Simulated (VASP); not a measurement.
Computed with PBEsol GGA, VASP's PBE PAW potentials (set 64) (plane waves; VASP).

VASP input:

### INCAR
```
IDIPOL = 3
LORBIT = 11   # lm-projected
LWAVE = .FALSE.
LASPH = .TRUE.
ISMEAR = 0
NELMIN = 4
NELM = 100   # most electronic steps
ENCUT = 450   # plane-wave cut-off (eV)
LDIPOL = .TRUE.
GGA = PS   # PBEsol
SIGMA = 0.05   # width (eV)
PREC = Normal
DIPOL = 0.5 0.5 0.5
ALGO = Normal
EDIFF = 1E-6   # SCF stop (eV)
LMAXMIX = 4   # l cut-off of mixed one-centre charges
LREAL = .FALSE.
SYSTEM = CdO(110) slab
LCHARG = .FALSE.
LVHAR = .TRUE.
```

**KPOINTS**
```
Regular mesh
0
gamma
 6 4 1
0 0 0
```

File POSCAR:
```
CdO(110) slab
1
    3.3284373106     0.0000000000     0.0000000000
    0.0000000000     4.7071210042     0.0000000000
    0.0000000000     0.0000000000    25.0080385408
Cd O
6 6
Direct
  0.0000000000   0.0000000000   0.3370622707
  0.5000000000   0.5000000000   0.3975985157
  0.0000000000   0.0000000000   0.4679227639
  0.5000000000   0.5000000000   0.5320772361
  0.0000000000   0.0000000000   0.6024014843
  0.5000000000   0.5000000000   0.6629377293
  0.5000000000   0.0000000000   0.3990230566
  0.0000000000   0.5000000000   0.3367787791
  0.5000000000   0.0000000000   0.5327210689
  0.0000000000   0.5000000000   0.4672789311
  0.5000000000   0.0000000000   0.6632212209
  0.0000000000   0.5000000000   0.6009769434
```

POTCAR, in this order: Cd O (PBE.64 set). Program: vasp_std. Read from the step before: WAVECAR.

The resulting files:

File OUTCAR:
```
 ion  position               nearest neighbor table
   1  0.000  0.000  0.337-   7 2.27   7 2.27   8 2.35   8 2.35   2 3.26   2 3.26   2 3.26   2 3.26
                             3 3.27
   2  0.500  0.500  0.398-   8 2.25   8 2.25   7 2.35   7 2.35  10 2.41  10 2.41   1 3.26   1 3.26
                             1 3.26   1 3.26   4 3.36   3 3.38   3 3.38   3 3.38   3 3.38
   3  0.000  0.000  0.468-   9 2.32   9 2.32  10 2.35  10 2.35   7 2.40   7 2.40   1 3.27   4 3.30
                             4 3.30   4 3.30   4 3.30   5 3.36   2 3.38   2 3.38   2 3.38   2 3.38
   4  0.500  0.500  0.532-  10 2.32  10 2.32   9 2.35   9 2.35  12 2.40  12 2.40   6 3.27   3 3.30
                             3 3.30   3 3.30   3 3.30   2 3.36   5 3.38   5 3.38   5 3.38   5 3.38
   5  0.000  0.000  0.602-  11 2.25  11 2.25  12 2.35  12 2.35   9 2.41   9 2.41   6 3.26   6 3.26
                             6 3.26   6 3.26   3 3.36   4 3.38   4 3.38   4 3.38   4 3.38
   6  0.500  0.500  0.663-  12 2.27  12 2.27  11 2.35  11 2.35   5 3.26   5 3.26   5 3.26   5 3.26
                             4 3.27
   7  0.500  0.000  0.399-   1 2.27   1 2.27   2 2.35   2 2.35   3 2.40   3 2.40
   8  0.000  0.500  0.337-   2 2.25   2 2.25   1 2.35   1 2.35
   9  0.500  0.000  0.533-   3 2.32   3 2.32   4 2.35   4 2.35   5 2.41   5 2.41
  10  0.000  0.500  0.467-   4 2.32   4 2.32   3 2.35   3 2.35   2 2.41   2 2.41
  11  0.500  0.000  0.663-   5 2.25   5 2.25   6 2.35   6 2.35
  12  0.000  0.500  0.601-   6 2.27   6 2.27   5 2.35   5 2.35   4 2.40   4 2.40
  LATTYP: Found a simple orthorhombic cell.
 ALAT       =     3.3284373106
 B/A-ratio  =     1.4142135077
 C/A-ratio  =     7.5134473650
 Subroutine PRICEL returns:
 Original cell was already a primitive cell.
 Subroutine GETGRP returns: Found  8 space group operations
The static configuration has the point symmetry C_2v.
 The point group associated with its full space group is D_2h.
The dynamic configuration has the point symmetry C_2v.
 Subroutine INISYM returns: Found  8 space group operations
 Subroutine IBZKPT returns following result:
 Found     12 irreducible k-points:

 Following reciprocal coordinates:
            Coordinates               Weight
  0.000000  0.000000  0.000000      1.000000
  0.166667  0.000000  0.000000      2.000000
  0.333333  0.000000  0.000000      2.000000
  0.500000  0.000000  0.000000      1.000000
  0.000000  0.250000  0.000000      2.000000
...
```

OSZICAR:
```
       N       E                     dE             d eps       ncg     rms          rms(c)
DAV:   1    -0.484222672398E+02   -0.48422E+02   -0.14518E-05  1320   0.339E-02    0.661E-03
DAV:   2    -0.484222663540E+02    0.88573E-06   -0.32895E-06  1376   0.209E-02    0.221E-03
DAV:   3    -0.484222660580E+02    0.29607E-06   -0.46030E-07  1032   0.561E-03    0.133E-03
DAV:   4    -0.484222659683E+02    0.89694E-07   -0.43389E-07  1024   0.363E-03
   1 F= -.48422266E+02 E0= -.48420306E+02  d E =-.391962E-02
```

File OUTCAR:
```
------------------------ aborting loop because EDIFF is reached ----------------------------------------
  FORCE on cell =-STRESS in cart. coord.  units (eV):
  Direction    XX          YY          ZZ          XY          YZ          ZX
  --------------------------------------------------------------------------------------
  Total        1.2390042    -10.0716247     -1.4012374      0.0000000      0.0000000      0.0000000
  in kB        5.0664994    -41.1845897     -5.7298984      0.0000000      0.0000000      0.0000000
  external PRESSURE =     -13.9493295 kB  Pullay stress =       0.0000000 kB
  volume of cell :      391.81
      direct lattice vectors                 reciprocal lattice vectors
     3.328437311  0.000000000  0.000000000     0.300441290  0.000000000  0.000000000
     0.000000000  4.707121004  0.000000000     0.000000000  0.212444082  0.000000000
     0.000000000  0.000000000 25.008038541     0.000000000  0.000000000  0.039987142
 POSITION                                       TOTAL-FORCE (eV/Angst)
 -----------------------------------------------------------------------------------
      0.00000      0.00000      8.42927         0.000000      0.000000      0.005500
      1.66422      2.35356      9.94316         0.000000      0.000000     -0.005848
      0.00000      0.00000     11.70183         0.000000      0.000000     -0.011723
      1.66422      2.35356     13.30621         0.000000      0.000000      0.011723
      0.00000      0.00000     15.06488         0.000000      0.000000      0.005848
      1.66422      2.35356     16.57877         0.000000      0.000000     -0.005500
      1.66422      0.00000      9.97878         0.000000      0.000000     -0.004003
      0.00000      2.35356      8.42218         0.000000      0.000000      0.013297
      1.66422      0.00000     13.32231         0.000000      0.000000     -0.009585
      0.00000      2.35356     11.68573         0.000000      0.000000      0.009585
      1.66422      0.00000     16.58586         0.000000      0.000000     -0.013297
      0.00000      2.35356     15.02925         0.000000      0.000000      0.004003
 -----------------------------------------------------------------------------------
    total drift:                                0.000000      0.000000      0.000000
  FREE ENERGIE OF THE ION-ELECTRON SYSTEM (eV)
  ---------------------------------------------------
  free  energy   TOTEN  =       -48.4222659683 eV

  energy  without entropy=      -48.4183463446  energy(sigma->0) =      -48.42030616

 total charge

# of ion       s       p       d       tot
------------------------------------------
    1        0.371   0.224   9.602  10.198
    2        0.353   0.277   9.644  10.274
    3        0.341   0.258   9.642  10.240
    4        0.341   0.258   9.642  10.240
    5        0.353   0.277   9.644  10.274
    6        0.371   0.224   9.602  10.198
    7        1.584   3.338   0.000   4.922
    8        1.579   3.284   0.000   4.863
    9        1.581   3.330   0.000   4.911
   10        1.581   3.330   0.000   4.911
   11        1.579   3.284   0.000   4.863
   12        1.584   3.338   0.000   4.922
--------------------------------------------------
tot         11.619  21.421  57.776  90.816
```
(Selected blocks of OUTCAR.)

At this cut-off the stress carries a Pulay error, which pulls relaxed volumes low.

The cell is a thin slab with vacuum, built from CdO (rock salt): (110) face.
